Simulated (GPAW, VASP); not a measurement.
Given: the input of a run of GPAW 26.7.0 (ASE script) on Y2Ge3. The cell comes from a database or a generator and needn't be the stable form of this composition.

File run.py:

```python
from ase.dft.bandgap import bandgap
from ase.io import read, write
from ase.units import GPa
from gpaw import GPAW, PW

atoms = read('POSCAR')

calc = GPAW(mode=PW(600),
            xc='RPBE',
            kpts={'size': (7, 7, 4), 'gamma': True},
            occupations={'name': 'methfessel-paxton', 'order': 0, 'width': 0.05},
            nbands=34,
            convergence={'density': 1e-05, 'energy': 1e-05},
            maxiter=150,
            txt='gpaw.txt')
atoms.calc = calc
energy = atoms.get_potential_energy()
forces = atoms.get_forces()
stress = atoms.get_stress()
calc.write('gs.gpw')
write('result.traj', atoms)
print(f'Energy: {energy:.6f} eV')
print('Forces (eV/A):')
print(forces.round(4))
print('Stress (GPa):', (stress / GPa).round(3))
print('Fermi level:', round(calc.get_fermi_level(), 4), 'eV')
print(f'Gap: {bandgap(calc)[0]:.4f} eV, direct: {bandgap(calc, direct=True)[0]:.4f} eV')
```

The input POSCAR:

```
Y2Ge3
1.0
    4.3924264328      0.0000000000      0.0000000000
   -2.1962132164      3.8039528751      0.0000000000
    0.0000000000      0.0000000000      7.1072950000
Y Ge
2 3
Direct
    0.0000000000      0.0000000000      0.2700710000
    0.0000000000      0.0000000000      0.7299290000
    0.6666666667      0.3333333333      0.0000000000
    0.6666666667      0.3333333333      0.5000000000
    0.3333333333      0.6666666667      0.0000000000
```

Potentials or basis: the program's PAW data sets (release 1.2.1) made for this functional, pw.

Launch:

```sh
$ OMP_NUM_THREADS=1 python run.py
```

**Question.** Translate it to VASP 6.6.1. Potentials or basis there: PBE PAW files Ge_d, Y_sv, 520 eV.

**Answer.** As run (cutoffs and basis follow the program's own potentials, and thresholds, step limits or extra output files can differ):

Contents of INCAR:

```
  PREC = Accurate
  ENCUT = 520
  EDIFF = 1E-6
  ISMEAR = 0
  SIGMA = 0.05
  LREAL = False
  LASPH = True
  NELM = 80
  ALGO = Normal
  ISIF = 2
  LWAVE = False
  LCHARG = False
  GGA = RP
```

The input KPOINTS:

```
regular mesh
0
Gamma
  7 7 4
```

Contents of POSCAR:

```
Y2Ge3
1.0
    4.3924264328      0.0000000000      0.0000000000
   -2.1962132164      3.8039528751      0.0000000000
    0.0000000000      0.0000000000      7.1072950000
Y Ge
2 3
Direct
    0.0000000000      0.0000000000      0.2700710000
    0.0000000000      0.0000000000      0.7299290000
    0.6666666667      0.3333333333      0.0000000000
    0.6666666667      0.3333333333      0.5000000000
    0.3333333333      0.6666666667      0.0000000000
```

Potentials or basis: VASP PAW PBE potentials, release 64 (Y_sv, Ge_d).

Launch:

```sh
$ cat potpaw_PBE.64/Y_sv/POTCAR potpaw_PBE.64/Ge_d/POTCAR > POTCAR
$ mpirun -np 1 vasp_std > vasp.out
```

Both were run:

|  | GPAW | VASP |
| --- | --- | --- |
| Pressure | 2.1 GPa | 2.1 GPa |
| Largest force | 0.151 eV/Å | 0.139 eV/Å |

The potentials hold 34 and 64 valence electrons a cell.

VASP's potentials were made for PBE.

Pressure is positive in compression.
